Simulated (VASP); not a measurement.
All values below come from LDA (Ceperley-Alder, Perdew-Zunger), VASP's LDA PAW potentials (set 64) (plane waves; VASP 6.6.1).

VASP input:

File KPOINTS:
```
Automatic mesh
0
Gamma
13 13 13
0 0 0
```

### POSCAR
```
TiCo
1.0
  2.8975574624   0.0000000000   0.0000000000
  0.0000000000   2.8975574624   0.0000000000
  0.0000000000   0.0000000000   2.8975574624
Ti Co
1 1
Cart
  0.0000000000   0.0000000000   0.0000000000
  1.4487787312   1.4487787312   1.4487787312
```

**INCAR**
```
ALGO  =  Normal
EDIFF  =  1E-6
EDIFFG  =  -0.02
ENCUT  =  500
IBRION  =  2
ISIF  =  3
ISMEAR  =  1
LASPH  =  .True.
LCHARG  =  .False.
LMAXMIX  =  4
LREAL  =  .False.
LWAVE  =  .False.
NELM  =  100
NSW  =  40
PREC  =  Accurate
SIGMA  =  0.1
SYSTEM  =  TiCo
```

POTCAR, in this order: Ti_sv Co (LDA.64 set). Program: vasp_std.

The resulting files:

**OSZICAR**
```
       N       E                     dE             d eps       ncg     rms          rms(c)
DAV:   1     0.147123932110E+03    0.14712E+03   -0.10227E+04  2352   0.186E+03
DAV:   2    -0.109055363799E+02   -0.15803E+03   -0.15563E+03  2400   0.409E+02
DAV:   3    -0.196121198594E+02   -0.87066E+01   -0.86225E+01  3680   0.106E+02
DAV:   4    -0.198492493761E+02   -0.23713E+00   -0.23677E+00  2896   0.144E+01
DAV:   5    -0.198576204356E+02   -0.83711E-02   -0.83706E-02  3460   0.251E+00    0.143E+01
DAV:   6    -0.181096789780E+02    0.17479E+01   -0.13327E+01  2768   0.573E+01    0.676E+00
DAV:   7    -0.198714953592E+02   -0.17618E+01   -0.23692E+01  3816   0.524E+01    0.202E+01
DAV:   8    -0.175868060070E+02    0.22847E+01   -0.13592E+01  3466   0.387E+01    0.177E+00
DAV:   9    -0.176181563253E+02   -0.31350E-01   -0.28649E-01  3352   0.549E+00    0.194E+00
DAV:  10    -0.175989945658E+02    0.19162E-01   -0.92547E-02  3498   0.400E+00    0.434E-01
DAV:  11    -0.175979773748E+02    0.10172E-02   -0.59795E-03  3030   0.930E-01    0.234E-01
DAV:  12    -0.175975554551E+02    0.42192E-03   -0.17486E-03  3580   0.363E-01    0.452E-02
DAV:  13    -0.175975482130E+02    0.72421E-05   -0.43773E-05  2540   0.691E-02    0.315E-02
DAV:  14    -0.175975416001E+02    0.66129E-05   -0.35821E-05  3330   0.624E-02    0.373E-03
DAV:  15    -0.175975415728E+02    0.27231E-07   -0.86232E-07  1532   0.137E-02
   1 F= -.17597542E+02 E0= -.17597973E+02  d E =-.175975E+02
       N       E                     dE             d eps       ncg     rms          rms(c)
DAV:   1    -0.176051745712E+02   -0.76330E-02   -0.16530E-01  2484   0.657E+00    0.800E-01
DAV:   2    -0.176206945169E+02   -0.15520E-01   -0.19757E-01  3216   0.583E+00    0.173E+00
DAV:   3    -0.175979631896E+02    0.22731E-01   -0.14801E-01  3500   0.463E+00    0.281E-01
DAV:   4    -0.175974573188E+02    0.50587E-03   -0.28107E-03  2956   0.526E-01    0.128E-01
DAV:   5    -0.175974573578E+02   -0.38965E-07   -0.59985E-04  3328   0.167E-01    0.639E-02
DAV:   6    -0.175975216420E+02   -0.64284E-04   -0.11359E-04  3126   0.934E-02    0.609E-02
DAV:   7    -0.175975234068E+02   -0.17649E-05   -0.14648E-04  3540   0.120E-01    0.758E-03
DAV:   8    -0.175975237389E+02   -0.33202E-06   -0.42733E-06  2506   0.202E-02
   2 F= -.17597524E+02 E0= -.17597953E+02  d E =0.178340E-04
       N       E                     dE             d eps       ncg     rms          rms(c)
DAV:   1    -0.175999109554E+02   -0.23875E-02   -0.49141E-02  2484   0.357E+00    0.437E-01
DAV:   2    -0.176045178014E+02   -0.46068E-02   -0.60209E-02  3182   0.320E+00    0.927E-01
DAV:   3    -0.175977662290E+02    0.67516E-02   -0.45360E-02  3486   0.253E+00    0.154E-01
DAV:   4    -0.175976106284E+02    0.15560E-03   -0.85557E-04  3010   0.289E-01    0.656E-02
DAV:   5    -0.175976146746E+02   -0.40463E-05   -0.16186E-04  3318   0.832E-02    0.343E-02
DAV:   6    -0.175976346740E+02   -0.19999E-04   -0.36900E-05  3198   0.473E-02    0.307E-02
DAV:   7    -0.175976355407E+02   -0.86673E-06   -0.37410E-05  3514   0.617E-02    0.326E-03
DAV:   8    -0.175976356330E+02   -0.92244E-07   -0.94477E-07  1506   0.977E-03
   3 F= -.17597636E+02 E0= -.17598066E+02  d E =-.940601E-04
```

**OUTCAR**
```
------------------------ aborting loop because EDIFF is reached ----------------------------------------
  FORCE on cell =-STRESS in cart. coord.  units (eV):
  Direction    XX          YY          ZZ          XY          YZ          ZX
  --------------------------------------------------------------------------------------
  Total       -0.0066687     -0.0066687     -0.0066687     -0.0000000     -0.0000000      0.0000000
  in kB       -0.4381805     -0.4381805     -0.4381805     -0.0000000     -0.0000000      0.0000000
  external PRESSURE =      -0.4381805 kB  Pullay stress =       0.0000000 kB
  volume of cell :       24.38
      direct lattice vectors                 reciprocal lattice vectors
     2.899789037 -0.000000000  0.000000000     0.344852673 -0.000000000  0.000000000
     0.000000000  2.899789037  0.000000000     0.000000000  0.344852673 -0.000000000
    -0.000000000  0.000000000  2.899789037    -0.000000000 -0.000000000  0.344852673
 POSITION                                       TOTAL-FORCE (eV/Angst)
 -----------------------------------------------------------------------------------
      0.00000      0.00000      0.00000         0.000000     -0.000000      0.000000
      1.44989      1.44989      1.44989        -0.000000      0.000000      0.000000
 -----------------------------------------------------------------------------------
    total drift:                                0.000000      0.000000     -0.000000
  FREE ENERGIE OF THE ION-ELECTRON SYSTEM (eV)
  ---------------------------------------------------
  free  energy   TOTEN  =       -17.5976356330 eV

  energy  without entropy=      -17.5989257546  energy(sigma->0) =      -17.59806567

 reached required accuracy - stopping structural energy minimisation
```
(Selected blocks of OUTCAR.)

### CONTCAR
```
TiCo
   1.00000000000000
     2.8997890366372268   -0.0000000000000000    0.0000000000000000
     0.0000000000000000    2.8997890366372268    0.0000000000000000
    -0.0000000000000000    0.0000000000000000    2.8997890366372268
  Ti              Co
     1     1
Direct
     0.0000000000000000    0.0000000000000000    0.0000000000000000
     0.5000000000000000    0.5000000000000000    0.5000000000000000
```

The compound is TiCo in the CsCl type structure. This run relaxes it. Symmetry was kept, so distortions that lower it aren't found. The run is not spin-polarised, so no magnetic state was tried. The electron count is odd and the run is not spin-polarised, which forces a metal.
